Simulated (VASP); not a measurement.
Given:

```xyz
2
Lattice="0.0000 2.9306 2.9306 2.9306 0.0000 2.9306 2.9306 2.9306 0.0000" Properties=species:S:1:pos:R:3 pbc="T T T"
Au     0.0000     0.0000     0.0000
Cl     1.4653     1.4653     1.4653
```

Level of theory: PBEsol GGA, VASP's PBE PAW potentials (set 64) (plane waves; VASP 6.6.1). Numerical set-up: 400 eV cut-off, Gaussian smearing of 0.050 eV, potentials Au Cl.

Unless said otherwise, spin-orbit coupling is left out, though it shifts the bands of the heavy elements here.

Q: What does the run give for the band gap (along the path) with the smallest direct gap where there is one?

A: 
```json
{
 "band gap (along the path)": "none (metal, semimetal or under 0.01 eV)"
}
```

The structure was generated: AuCl was put into the zinc blende type (F-43m), which need not be its known phase. It was relaxed first, which changed the volume by +21 %.
